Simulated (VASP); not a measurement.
Set up this calculation in VASP 6.6.1, as the native input.

| Property | Result |
| --- | --- |
| Task | relaxation of the atoms |
| Functional | PBE |
| Potentials or basis | VASP PAW PBE potentials, release 64 (O, In_d, Cl, H) |
| Cutoff | 520 eV |
| k mesh | 1 × 1 × 1 |
| Occupations | gaussian, width 0.01 eV |
| Spin | no spin polarisation |
| Further INCAR settings | ALGO = Normal; EDIFF = 1e-07; IBRION = 2; EDIFFG = -0.02; NSW = 40 |

The structure of OInClH2 lies in POSCAR:

```
InH2ClO
1.0
   13.0000000000      0.0000000000      0.0000000000
    0.0000000000     13.0000000000      0.0000000000
    0.0000000000      0.0000000000     11.0000000000
O In Cl H
1 1 1 2
Direct
    0.4056890000      0.5035940000      0.4342750000
    0.5495160000      0.5217360000      0.4939390000
    0.6122490000      0.3695830000      0.5715590000
    0.3845840000      0.4328870000      0.4459890000
    0.6173890000      0.6332480000      0.4899590000
```

The cell isn't the ideal one: atoms moved at random, drawn with an rms of 0.02 Å.

One way to write it, as run:

INCAR

```
SYSTEM = InH2ClO
ALGO = Normal ; EDIFF = 1E-7
EDIFFG = -0.02 ; ENCUT = 520
GGA = PE ; IBRION = 2
ISIF = 2 ; ISMEAR = 0
LASPH = .TRUE. ; LCHARG = .FALSE.
LREAL = .FALSE. ; LWAVE = .FALSE.
NELM = 100 ; NSW = 40
PREC = Accurate ; SIGMA = 0.01
```

KPOINTS

```
k-points
0
G
  1 1 1
  0 0 0
```

Potentials or basis: VASP PAW PBE potentials, release 64 (O, In_d, Cl, H).

Launch:

```bash
$ cat potpaw_PBE.64/O/POTCAR potpaw_PBE.64/In_d/POTCAR potpaw_PBE.64/Cl/POTCAR potpaw_PBE.64/H/POTCAR > POTCAR
$ mpirun -np 1 vasp_gam > vasp.out
```

Results of the run:

The energy gained by relaxing is 3.6 meV/atom, the ionic steps are 13 and the largest force after relaxing is 0.017 eV/Å. The gap between the frontier levels is 4.68 eV.

Caveat: spin-orbit coupling is left out, which moves the levels of the heavy elements.

Run time: 33 min on 1 thread of AMD EPYC 7R43 64-Core Processor (Zen 3), on a shared host, peak memory 1.4 GiB.
